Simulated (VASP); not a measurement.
# Si2W: free energy against electron temperature

How do entropy and free energy of the electrons in Si2W grow with the Fermi-Dirac width, and how far does the Sommerfeld expansion hold?

Calculated with VASP 6.6.1; PBEsol; plane waves and PAW (Si, W_sv), in the first sound run; inputs show where later runs differ.

## 1. The structure

It takes space group I4/mmm (No. 139, tetragonal). Conventional cell: a = 3.212 Å, b = 3.212 Å, c = 7.880 Å, α = 90.00°, β = 90.00°, γ = 90.00°. Nearest to Si lie 5 Si at 2.62 to 2.63 Å and 5 W at 2.62 Å. Nearest to W lie 10 Si at 2.62 Å. Farther neighbours are not listed.

Structure file:

```xyz
3
Lattice="-1.6060 1.6060 3.9400 1.6060 -1.6060 3.9400 1.6060 1.6060 -3.9400" Properties=species:S:1:pos:R:3 pbc="T T T"
Si    0.0000    0.0000    2.6240
Si    0.0000    0.0000    5.2560
W     0.0000    0.0000    0.0000
```

## 2. Relax the crystal, PBEsol

The cell is relaxed and then held.

This step took 2 runs in a row; the last is shown.

Level: PBEsol; plane waves and PAW (Si, W_sv).

Input file INCAR:

```
SYSTEM = Si2W
PREC = Accurate
ENCUT = 450
EDIFF = 1E-07
NELM = 120
ISMEAR = 1
SIGMA = 0.15
LREAL = .FALSE.
ALGO = Normal
GGA = PS
NBANDS = 17
LASPH = .TRUE.
LORBIT = 11
LWAVE = .FALSE.
LCHARG = .FALSE.
KPAR = 8
IBRION = 2
NSW = 40
ISIF = 3
EDIFFG = -0.005
POTIM = 0.4
```

Input file POSCAR:

```
Si2W
1.0
   -1.6021666012      1.6021666012      3.9094549590
    1.6021666012     -1.6021666012      3.9094549590
    1.6021666012      1.6021666012     -3.9094549590
Si W
2 1
Direct
    0.3345496490      0.3345496490      0.0000000000
    0.6654503510      0.6654503510      0.0000000000
    0.0000000000      0.0000000000      0.0000000000
```

Input file KPOINTS:

```
Automatic mesh
0
Gamma
19 19 19
0 0 0
```

Potentials, in the order of the species: Si and W_sv (PBE family, release 64).

Command:

```sh
$ mpirun -np 8 vasp_std
```

What it wrote:

```text
[banner, memory and clock lines left out]
running    8 mpi-ranks, on    1 nodes
[...]
|                                                                             |
|           W    W    AA    RRRRR   N    N  II  N    N   GGGG   !!!           |
|           W    W   A  A   R    R  NN   N  II  NN   N  G    G  !!!           |
|           W    W  A    A  R    R  N N  N  II  N N  N  G       !!!           |
|           W WW W  AAAAAA  RRRRR   N  N N  II  N  N N  G  GGG   !            |
|           WW  WW  A    A  R   R   N   NN  II  N   NN  G    G                |
|           W    W  A    A  R    R  N    N  II  N    N   GGGG   !!!           |
|                                                                             |
|     For optimal performance we recommend to set                             |
|       NCORE = 2 up to number-of-cores-per-socket                            |
|     NCORE specifies how many cores store one orbital (NPAR=cpu/NCORE).      |
|     This setting can greatly improve the performance of VASP for DFT.       |
[...]
DAV:   4    -0.275153508176E+02   -0.29817E-01   -0.29786E-01 22643   0.446E+00
[...]
DAV:  12    -0.266403743599E+02   -0.17597E-06   -0.13809E-06 22313   0.767E-03    0.404E-03
DAV:  13    -0.266403738362E+02    0.52369E-06   -0.32403E-07 19587   0.525E-03    0.723E-04
DAV:  14    -0.266403737975E+02    0.38759E-07   -0.10176E-08 10226   0.980E-04
   1 F= -.26640374E+02 E0= -.26640485E+02  d E =-.266404E+02
[...]
N       E                     dE             d eps       ncg     rms          rms(c)
DAV:   1    -0.266403842366E+02   -0.10400E-04   -0.27746E-04 21574   0.152E-01    0.192E-02
DAV:   2    -0.266403767622E+02    0.74743E-05   -0.23801E-05 21529   0.364E-02    0.735E-03
DAV:   3    -0.266403752471E+02    0.15152E-05   -0.22987E-06 22508   0.102E-02    0.326E-03
DAV:   4    -0.266403749742E+02    0.27286E-06   -0.72990E-07 22538   0.629E-03    0.936E-04
DAV:   5    -0.266403749977E+02   -0.23444E-07   -0.42703E-08  9984   0.153E-03
   2 F= -.26640375E+02 E0= -.26640487E+02  d E =-.120019E-05
 trial-energy change:   -0.000001  1 .order   -0.000001   -0.000004    0.000002
 step:   0.7068(harm=  0.7068)  dis= 0.00005  next Energy=   -26.640375 (dE=-0.128E-05)
 reached required accuracy - stopping structural energy minimisation
```

The job ended after 51 s (8 MPI ranks of AMD EPYC 9R45, shared host; peak memory 3.3 GiB; 6.7 min of CPU time).

The logs omit lines about the potential files and the build; timing stands in the text.

OUTCAR, selected parts (step 2):

```text
  Total        0.0010147      0.0010147      0.0088163      0.0000000      0.0000000      0.0000000
  in kB        0.0405035      0.0405035      0.3519198      0.0000000      0.0000000      0.0000000
  external PRESSURE =       0.1443089 kB  Pullay stress =       0.0000000 kB

 POSITION                                       TOTAL-FORCE (eV/Angst)
 -----------------------------------------------------------------------------------
      1.60225      1.60225     -1.29346        -0.000000     -0.000000     -0.000704
      1.60225      1.60225      1.29346         0.000000      0.000000      0.000704
      0.00000      0.00000     -0.00000        -0.000000     -0.000000     -0.000000
 -----------------------------------------------------------------------------------
    total drift:                               -0.000000     -0.000000      0.000000

  FREE ENERGIE OF THE ION-ELECTRON SYSTEM (eV)
  ---------------------------------------------------
  free  energy   TOTEN  =       -26.6403749977 eV

  energy  without entropy=      -26.6407114041  energy(sigma->0) =      -26.64048713

 reached required accuracy - stopping structural energy minimisation

[... 3 further parts left out ...]
[key lines of the parts left out:]
E-fermi :  11.9590
```

Numbers from this step:

- energy(sigma→0) of the program: -26.6405 eV
- stress, compression positive: xx, yy, zz 0.00, 0.00, 0.04 GPa
- volume: 40.138 Å³
- ionic steps: 2

## 3. Tetrahedra, PBEsol

Tetrahedra give the density of states at the Fermi level without smearing.

Level: PBEsol; plane waves and PAW (Si, W_sv).

Input file INCAR:

```
SYSTEM = Si2W
PREC = Accurate
ENCUT = 450
EDIFF = 1E-08
NELM = 100
ISMEAR = -5
SIGMA = 0.15
LREAL = .FALSE.
ALGO = Normal
GGA = PS
NBANDS = 35
LASPH = .TRUE.
LORBIT = 11
LWAVE = .FALSE.
LCHARG = .FALSE.
KPAR = 2
ISIF = 2
NEDOS = 3001
```

Input file POSCAR:

```
Si2W
1.0
   -1.6022543510      1.6022543510      3.9086979291
    1.6022543510     -1.6022543510      3.9086979291
    1.6022543510      1.6022543510     -3.9086979291
Si W
2 1
Direct
    0.3345409924      0.3345409924      0.0000000000
    0.6654590076      0.6654590076      0.0000000000
    0.0000000000      0.0000000000      0.0000000000
```

Input file KPOINTS:

```
Automatic mesh
0
Gamma
26 26 26
0 0 0
```

Command:

```sh
$ mpirun -np 2 vasp_std
```

What it wrote:

```text
[banner, memory and clock lines left out]
running    2 mpi-ranks, on    1 nodes
[...]
[... a notice as in an earlier step ...]

 LDA part: xc-table for (Slater+PW92), standard interpolation
 POSCAR, INCAR and KPOINTS ok, starting setup
[...]
entering main loop
       N       E                     dE             d eps       ncg     rms          rms(c)
DAV:   1     0.143241526418E+03    0.14324E+03   -0.80702E+03 93164   0.574E+02
DAV:   2    -0.204197404992E+02   -0.16366E+03   -0.15521E+03105228   0.192E+02
DAV:   3    -0.274762148543E+02   -0.70565E+01   -0.69719E+01111228   0.377E+01
DAV:   4    -0.275159580312E+02   -0.39743E-01   -0.39728E-01106319   0.290E+00
[...]
DAV:  13    -0.266402804618E+02    0.28278E-06   -0.91011E-08109281   0.152E-03    0.112E-03
DAV:  14    -0.266402804373E+02    0.24460E-07   -0.22145E-09 58642   0.223E-04    0.349E-04
DAV:  15    -0.266402804392E+02   -0.19013E-08   -0.30873E-10 56057   0.887E-05
   1 F= -.26640280E+02 E0= -.26640280E+02  d E =0.000000E+00
|                                                                             |
|           W    W    AA    RRRRR   N    N  II  N    N   GGGG   !!!           |
|           W    W   A  A   R    R  NN   N  II  NN   N  G    G  !!!           |
|           W    W  A    A  R    R  N N  N  II  N N  N  G       !!!           |
|           W WW W  AAAAAA  RRRRR   N  N N  II  N  N N  G  GGG   !            |
|           WW  WW  A    A  R   R   N   NN  II  N   NN  G    G                |
|           W    W  A    A  R    R  N    N  II  N    N   GGGG   !!!           |
|                                                                             |
|     Tetrahedron method does not include variations of the Fermi             |
|     occupations, so forces and stress will be inaccurate. We suggest        |
|     using a different smearing scheme ISMEAR = 1 or 2 for metals in         |
|     relaxations.                                                            |
|                                                                             |
```

Run time: 11 min. Hardware: 2 MPI ranks; peak memory 2.4 GiB; 22 min of CPU time.

From OUTCAR (step 3):

```text
  Total        0.0017152      0.0017152      0.0113036      0.0000000      0.0000000     -0.0000000
  in kB        0.0684662      0.0684662      0.4512041      0.0000000      0.0000000     -0.0000000
  external PRESSURE =       0.1960455 kB  Pullay stress =       0.0000000 kB

 POSITION                                       TOTAL-FORCE (eV/Angst)
 -----------------------------------------------------------------------------------
      0.00000      0.00000      2.61524         0.000000     -0.000000     -0.000863
      0.00000      0.00000      5.20216         0.000000      0.000000      0.000863
      0.00000      0.00000      0.00000        -0.000000      0.000000     -0.000000
 -----------------------------------------------------------------------------------
    total drift:                                0.000000     -0.000000     -0.000000

  FREE ENERGIE OF THE ION-ELECTRON SYSTEM (eV)
  ---------------------------------------------------
  free  energy   TOTEN  =       -26.6402804392 eV

  energy  without entropy=      -26.6402804392  energy(sigma->0) =      -26.64028044

[... 1 part as in an earlier step ...]

[... 2 further parts left out ...]
[key lines of the parts left out:]
E-fermi :  11.9606
```

This run gave:

| Property | Result |
| --- | --- |
| energy(sigma→0) of the program | -26.6403 eV |

The run ends at a pressure of 0.02 GPa, with forces up to 8.6e-4 eV/Å.

## 4. Electron temperature, PBEsol

One member in full: SIGMA = 0.3 eV.

Level: PBEsol; plane waves and PAW (Si, W_sv).

INCAR, as its differences from that of step 3:

```diff
@@ -5,4 +5,4 @@
 NELM = 100
-ISMEAR = -5
-SIGMA = 0.15
+ISMEAR = -1
+SIGMA = 0.3
 LREAL = .FALSE.
@@ -17,2 +17 @@
 ISIF = 2
-NEDOS = 3001
```

POSCAR is that of step 3.

KPOINTS is that of step 3.

Command:

```sh
$ mpirun -np 2 vasp_std
```

What it wrote:

```text
[... set-up lines as in an earlier step ...]
 entering main loop
       N       E                     dE             d eps       ncg     rms          rms(c)
DAV:   1     0.143097271393E+03    0.14310E+03   -0.80702E+03 93164   0.574E+02
DAV:   2    -0.205120900609E+02   -0.16361E+03   -0.15496E+03105228   0.192E+02
DAV:   3    -0.275687858385E+02   -0.70567E+01   -0.69697E+01111228   0.377E+01
DAV:   4    -0.276085574194E+02   -0.39772E-01   -0.39757E-01106319   0.290E+00
[...]
DAV:  13    -0.267076084518E+02    0.28209E-06   -0.94182E-08108453   0.166E-03    0.108E-03
DAV:  14    -0.267076084206E+02    0.31120E-07   -0.25716E-09 59434   0.240E-04    0.353E-04
DAV:  15    -0.267076084160E+02    0.46593E-08   -0.36700E-10 56117   0.962E-05
   1 F= -.26707608E+02 E0= -.26622127E+02  d E =-.170963E+00
```

Wall time 11 min (2 MPI ranks); peak memory 2.2 GiB; 21 min of CPU time.

OUTCAR, selected parts (step 4):

```text
  LATTYP: Found a body centered tetragonal cell.
 ALAT       =     3.2045087020
 C/A-ratio  =     2.4394990263

 Subroutine GETGRP returns: Found 16 space group operations
 (whereof 16 operations were pure point group operations)

The static configuration has the point symmetry D_4h.

 Found   1330 irreducible k-points:

   dimension x,y,z NGX =    32 NGY =   32 NGZ =   32
   dimension x,y,z NGXF=    64 NGYF=   64 NGZF=   64

   ENCUT  =  450.0 eV  33.07 Ry    5.75 a.u.   7.81  7.81  7.81*2*pi/ulx,y,z

   NELECT =      22.0000    total number of electrons

 E-fermi :  11.9829

 k-point     1 :       0.0000    0.0000    0.0000
  band No.  band energies     occupation
    ...
      6       5.0565      2.00000
      7       8.2450      1.99999
      8       8.5687      1.99998
      9       9.1017      1.99987
     10       9.1017      1.99987
     11      12.5770      0.24256
     12      14.7810      0.00018
     13      14.8469      0.00014
     14      15.0929      0.00006
     15      15.0929      0.00006
    ...

 k-point     2 :       0.0385    0.0000    0.0000
  band No.  band energies     occupation
    ...
      6       5.0600      2.00000
      7       8.1374      1.99999
      8       8.5714      1.99998
      9       9.1209      1.99986
     10       9.1529      1.99984
     11      12.4485      0.34964
     12      14.6981      0.00023
     13      14.9354      0.00011
     14      14.9683      0.00010
     15      15.2400      0.00004
    ...

  Total        0.0656197      0.0656197      0.4449711      0.0000000      0.0000000      0.0000000
  in kB        2.6193274      2.6193274     17.7618147      0.0000000      0.0000000      0.0000000
  external PRESSURE =       7.6668232 kB  Pullay stress =       0.0000000 kB

 POSITION                                       TOTAL-FORCE (eV/Angst)
 -----------------------------------------------------------------------------------
      0.00000      0.00000      2.61524        -0.000000     -0.000000     -0.078502
      0.00000      0.00000      5.20216        -0.000000     -0.000000      0.078502
      0.00000      0.00000      0.00000         0.000000      0.000000     -0.000000
 -----------------------------------------------------------------------------------
    total drift:                                0.000000     -0.000000     -0.000000

  FREE ENERGIE OF THE ION-ELECTRON SYSTEM (eV)
  ---------------------------------------------------
  free  energy   TOTEN  =       -26.7076084160 eV

  energy  without entropy=      -26.5366453301  energy(sigma->0) =      -26.62212687

 total charge
# of ion       s       p       d       tot
------------------------------------------
    1        0.739   0.895   0.000   1.634
    2        0.739   0.895   0.000   1.634
    3        2.319   6.313   3.616  12.248
--------------------------------------------------
tot          3.797   8.104   3.616  15.517

[... 2 parts as in an earlier step ...]

[... 7 further parts left out ...]
```

Numbers from this step:

```
energy(sigma→0) of the program : -26.6221 eV
stress, compression positive   : xx, yy, zz 0.26, 0.26, 1.78 GPa
```

The run ends at a pressure of 0.77 GPa, with forces up to 0.079 eV/Å.

## 5. All members

The other members went through these steps as far as the tables show, on the same mesh; 7 runs are not shown. The session took 3.2 core hours (wall time by ranks) on a shared machine.

| width kT (eV) | temperature (K) | free energy less that of the narrowest width (meV/atom) | TS (meV/atom) | pressure (GPa) | shift of the Fermi level (eV) |
| --- | --- | --- | --- | --- | --- |
| 0.025 | 290 | 0.000 | 0.150 | 0.018 | 0.000 |
| 0.050 | 580 | -0.229 | 0.629 | 0.022 | -0.009 |
| 0.075 | 870 | ? | ? | 0.035 | -0.011 |
| 0.100 | 1160 | -1.347 | 3.411 | 0.063 | -0.009 |
| 0.150 | 1741 | -3.796 | 9.756 | 0.163 | -0.003 |
| 0.200 | 2321 | -7.944 | 20.333 | 0.316 | 0.003 |
| 0.300 | 3481 | -22.343 | 56.988 | 0.767 | 0.007 |

## 6. The Sommerfeld expansion

At low temperature TS = (π²/3) g (kT)², so TS, twice the difference of energy(sigma→0) and the free energy, over (π²/3)(kT)² is an effective density of states: 0.073, 0.076, 0.104, 0.132, 0.155, 0.192 states/eV/atom in the rows shown.

Fitting a parabola to the 6 known rows (σ: width in eV) gives g = − 0.2520 σ² + 0.5365 σ + 0.05519 in states/eV/atom; the residuals are 0.0032 states/eV/atom r.m.s.

At σ = 0.075 this predicts 0.094 states/eV/atom.

## 7. Prediction against calculation

The calculation gives 0.089 states/eV/atom, so the prediction is 0.005 states/eV/atom too high, within twice the residual of the fit.

The parabola in σ is an empirical guide, not the expansion itself. Tetrahedra give g = 0.074 states/eV/atom at the Fermi level, the limit that the series should reach at zero width.

## 8. Outcome

```
density of states at the Fermi level, tetrahedra : 0.07 states/eV/atom
Sommerfeld coefficient from it                   : 0.17 mJ per mole of atoms and K²
pressure at the widest setting                   : 0.77 GPa
error of the predicted g                         : 0.005 states/eV/atom
```

**Reading.** Against the tetrahedron value, the effective density of states stands at -1 % at 0.025 eV, +3 % at 0.05 eV, +40 % at 0.1 eV, +160 % at 0.3 eV. At the widest setting the states within reach are denser than those at the Fermi level. The narrowest row breaks the trend of the next ones, as mesh noise would; no test of the mesh was run. Spin-orbit coupling is left out. The bare coefficient lacks the electron-phonon enhancement of measured heat capacities.

[Lines on the potential files, build, host, timing and source positions are cut from VASP's logs without a mark.]

[Logs are printed without paths, hosts, clocks, repeated set-up lines and the standing remarks that a program may print on its own settings, such as how far it seeks lower states.]

[Hosts, paths, dates, database ids (printed as entryN), source tags and the programs' standing remarks are cut or masked in the printed files.]
